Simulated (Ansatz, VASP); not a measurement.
## One calculation of ScBS3, two programs

```
CELL_PARAMETERS angstrom
4.29889 0.00000 0.00000
0.00000 4.29889 0.00000
0.00000 0.00000 4.29889
ATOMIC_POSITIONS crystal
Sc 0.50000 0.50000 0.50000
B 0.00000 0.00000 0.00000
S 0.50000 0.00000 0.00000
S 0.00000 0.50000 0.00000
S 0.00000 0.00000 0.50000
```

Alike in both runs: task single point; functional PBE; k mesh 4 × 4 × 4; occupations gaussian, width 0.1 eV; no spin polarisation.

```csv
,VASP,Ansatz
version,VASP 6.6.1,Ansatz 0.2.0
potentials or method,"VASP PAW PBE potentials, release 64 (Sc_sv, B, S)","scalar-relativistic, plane waves, PAW"
plane-wave cutoff (eV),520,420
valence electrons in the cell,32,32
```

VASP gave:

```
gap on the k mesh at the Fermi level (eV) : none
pressure (GPa)                            : -4.2
```

**Question.** What did Ansatz give for the same quantities?

**Answer.** gap on the k mesh at the Fermi level (eV): none; pressure (GPa): -4.1.

A gap of «none» marks a metal or a gap that the smearing closes.

Caveats: the k mesh is coarse (spacing up to 0.37 Å⁻¹), so the values aren't converged.
